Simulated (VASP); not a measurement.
Calculation: PBEsol GGA, VASP's PBE PAW potentials (set 64) (plane waves; VASP).

Input for VASP

INCAR:
```
ALGO = Normal
EDIFF = 1E-6
EDIFFG = -0.02
ENCUT = 400
GGA = PS
IBRION = 2
ISIF = 3
ISMEAR = 0
LASPH = .TRUE.
LCHARG = .FALSE.
LMAXMIX = 4
LREAL = .FALSE.
LWAVE = .FALSE.
NELM = 100
NSW = 60
PREC = Accurate
SIGMA = 0.05
SYSTEM = RuS2
```

File POSCAR:
```
RuS2
1
    5.5760104615    -0.0000000000     0.0000000000
    0.0000000000     5.5760104615    -0.0000000000
    0.0000000000     0.0000000000     5.5760104615
Ru S
4 8
Direct
  0.0000000000   0.5000000000   0.5000000000
  0.5000000000   0.0000000000   0.5000000000
  0.0000000000   0.0000000000   0.0000000000
  0.5000000000   0.5000000000   0.0000000000
  0.6132860222   0.8867139778   0.1132860222
  0.1132860222   0.6132860222   0.8867139778
  0.6132860222   0.6132860222   0.6132860222
  0.3867139778   0.3867139778   0.3867139778
  0.8867139778   0.1132860222   0.6132860222
  0.8867139778   0.3867139778   0.1132860222
  0.1132860222   0.8867139778   0.3867139778
  0.3867139778   0.1132860222   0.8867139778
```

**KPOINTS**
```
Automatic mesh
0
G
 4 4 4
0 0 0
```

POTCAR, in this order: Ru_pv S (PBE.64 set). Program: vasp_std.

The resulting files:

File OSZICAR:
```
       N       E                     dE             d eps       ncg     rms          rms(c)
DAV:   1     0.867181139989E+03    0.86718E+03   -0.49498E+04  1540   0.135E+03
DAV:   2    -0.197562352524E+02   -0.88694E+03   -0.86038E+03  1542   0.386E+02
DAV:   3    -0.843703251935E+02   -0.64614E+02   -0.63358E+02  1698   0.934E+01
DAV:   4    -0.862991526849E+02   -0.19288E+01   -0.19180E+01  1706   0.156E+01
DAV:   5    -0.863338312385E+02   -0.34679E-01   -0.34649E-01  1698   0.226E+00    0.424E+01
DAV:   6    -0.849192978827E+02    0.14145E+01   -0.14460E+01  1616   0.195E+01    0.172E+01
DAV:   7    -0.844699926038E+02    0.44931E+00   -0.68393E+00  1560   0.140E+01    0.143E+01
DAV:   8    -0.840730968940E+02    0.39690E+00   -0.14127E+00  1524   0.671E+00    0.808E-01
DAV:   9    -0.840725651872E+02    0.53171E-03   -0.10937E-01  1678   0.121E+00    0.398E-01
DAV:  10    -0.840719217742E+02    0.64341E-03   -0.85004E-03  1586   0.466E-01    0.182E-01
DAV:  11    -0.840717958057E+02    0.12597E-03   -0.97651E-04  1668   0.147E-01    0.614E-02
DAV:  12    -0.840718095328E+02   -0.13727E-04   -0.18473E-04  1570   0.656E-02    0.453E-02
DAV:  13    -0.840718079830E+02    0.15498E-05   -0.88053E-06  1628   0.147E-02    0.278E-02
DAV:  14    -0.840718068999E+02    0.10831E-05   -0.67271E-06  1306   0.135E-02    0.813E-03
DAV:  15    -0.840718065446E+02    0.35525E-06   -0.32390E-07   856   0.283E-03
   1 F= -.84071807E+02 E0= -.84071807E+02  d E =-.840718E+02
       N       E                     dE             d eps       ncg     rms          rms(c)
DAV:   1    -0.840767359264E+02   -0.49290E-02   -0.13861E-01  1456   0.206E+00    0.699E-01
DAV:   2    -0.840736468114E+02    0.30891E-02   -0.39988E-02  1480   0.108E+00    0.312E-01
DAV:   3    -0.840722969360E+02    0.13499E-02   -0.44442E-03  1486   0.375E-01    0.124E-01
DAV:   4    -0.840722006271E+02    0.96309E-04   -0.12948E-03  1568   0.122E-01    0.478E-02
DAV:   5    -0.840721826486E+02    0.17978E-04   -0.77189E-05  1564   0.375E-02    0.346E-02
DAV:   6    -0.840721796179E+02    0.30307E-05   -0.11730E-05  1472   0.146E-02    0.710E-03
DAV:   7    -0.840721787895E+02    0.82840E-06   -0.69434E-07   948   0.432E-03
   2 F= -.84072179E+02 E0= -.84072179E+02  d E =-.372245E-03
       N       E                     dE             d eps       ncg     rms          rms(c)
DAV:   1    -0.840724669751E+02   -0.28736E-03   -0.76668E-03  1448   0.485E-01    0.165E-01
DAV:   2    -0.840722907900E+02    0.17619E-03   -0.22041E-03  1462   0.254E-01    0.731E-02
DAV:   3    -0.840722183319E+02    0.72458E-04   -0.24431E-04  1462   0.881E-02    0.286E-02
DAV:   4    -0.840722142304E+02    0.41015E-05   -0.70575E-05  1586   0.287E-02    0.112E-02
DAV:   5    -0.840722143134E+02   -0.83002E-07   -0.40264E-06  1452   0.863E-03
   3 F= -.84072214E+02 E0= -.84072214E+02  d E =-.407769E-03
```

File OUTCAR:
```
------------------------ aborting loop because EDIFF is reached ----------------------------------------
  FORCE on cell =-STRESS in cart. coord.  units (eV):
  Direction    XX          YY          ZZ          XY          YZ          ZX
  --------------------------------------------------------------------------------------
  Total       -0.1588828     -0.1588828     -0.1588828      0.0000000      0.0000000      0.0000000
  in kB       -1.4660885     -1.4660885     -1.4660885      0.0000000      0.0000000      0.0000000
  external PRESSURE =      -1.4660885 kB  Pullay stress =       0.0000000 kB
  volume of cell :      173.63
      direct lattice vectors                 reciprocal lattice vectors
     5.578820636  0.000000000  0.000000000     0.179249355  0.000000000 -0.000000000
    -0.000000000  5.578820636  0.000000000    -0.000000000  0.179249355 -0.000000000
     0.000000000  0.000000000  5.578820636    -0.000000000 -0.000000000  0.179249355
 POSITION                                       TOTAL-FORCE (eV/Angst)
 -----------------------------------------------------------------------------------
     -0.00000      2.78941      2.78941         0.000000      0.000000      0.000000
      2.78941      0.00000      2.78941         0.000000      0.000000      0.000000
      0.00000      0.00000      5.57882         0.000000      0.000000      0.000000
      2.78941      2.78941      5.57882        -0.000000      0.000000      0.000000
      3.42236      4.94587      0.63295         0.010794     -0.010794      0.010794
      0.63295      3.42236      4.94587         0.010794      0.010794     -0.010794
      3.42236      3.42236      3.42236         0.010794      0.010794      0.010794
      2.15646      2.15646      2.15646        -0.010794     -0.010794     -0.010794
      4.94587      0.63295      3.42236        -0.010794      0.010794      0.010794
      4.94587      2.15646      0.63295        -0.010794     -0.010794      0.010794
      0.63295      4.94587      2.15646         0.010794     -0.010794     -0.010794
      2.15646      0.63295      4.94587        -0.010794      0.010794     -0.010794
 -----------------------------------------------------------------------------------
    total drift:                                0.000000      0.000000      0.000000
  FREE ENERGIE OF THE ION-ELECTRON SYSTEM (eV)
  ---------------------------------------------------
  free  energy   TOTEN  =       -84.0722143134 eV

  energy  without entropy=      -84.0722143134  energy(sigma->0) =      -84.07221431

 reached required accuracy - stopping structural energy minimisation
```
(Selected blocks of OUTCAR.)

**CONTCAR**
```
RuS2
   1.00000000000000
     5.5788206361003088    0.0000000000000000    0.0000000000000000
    -0.0000000000000000    5.5788206361003088    0.0000000000000000
     0.0000000000000000    0.0000000000000000    5.5788206361003088
  Ru              S
     4     8
Direct
     0.0000000000000000    0.5000000000000000    0.5000000000000000
     0.5000000000000000    0.0000000000000000    0.5000000000000000
     0.0000000000000000    0.0000000000000000    1.0000000000000000
     0.5000000000000000    0.5000000000000000    1.0000000000000000
     0.6134556403622076    0.8865443596377924    0.1134556403622076
     0.1134556403622076    0.6134556403622076    0.8865443596377924
     0.6134556403622076    0.6134556403622076    0.6134556403622076
     0.3865443596377924    0.3865443596377924    0.3865443596377924
     0.8865443596377924    0.1134556403622076    0.6134556403622076
     0.8865443596377924    0.3865443596377924    0.1134556403622076
     0.1134556403622076    0.8865443596377924    0.3865443596377924
     0.3865443596377924    0.1134556403622076    0.8865443596377924
```

The compound is RuS2 in the pyrite structure. This run relaxes it. Symmetry was kept, so distortions that lower it aren't found. The start is the result of an earlier pass.
